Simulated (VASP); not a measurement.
Co (space group Fd-3m): computed properties

Calculation: r2SCAN meta-GGA, VASP's PBE PAW potentials (set 64) (plane waves; VASP).

- space group: Fd-3m (227)
- cell: a = b = c = 6.4616 Å, α = β = γ = 90.00°
- volume per atom: 11.24 Å³/atom
- band gap (over mesh and band path): none (metal, semimetal or under 0.01 eV)
- cell moment: 11.04 μB
- density: 8.71 g/cm³

```yaml
crystal:
  lattice:
    - [0.00000, 3.23080, 3.23080]
    - [3.23080, 0.00000, 3.23080]
    - [3.23080, 3.23080, 0.00000]
  atoms:
    - { symbol: Co, position: [0.25000, 0.25000, 0.25000] }
    - { symbol: Co, position: [0.00000, 0.00000, 0.00000] }
    - { symbol: Co, position: [0.62500, 0.62500, 0.12500] }
    - { symbol: Co, position: [0.62500, 0.12500, 0.62500] }
    - { symbol: Co, position: [0.62500, 0.62500, 0.62500] }
    - { symbol: Co, position: [0.12500, 0.62500, 0.62500] }
```

The run has a spin-polarised start.

The structure comes from a computed database's Co entry (Fd-3m); how it stands against other phases isn't given here. It was relaxed first. Symmetry was kept, so distortions that lower it aren't found.
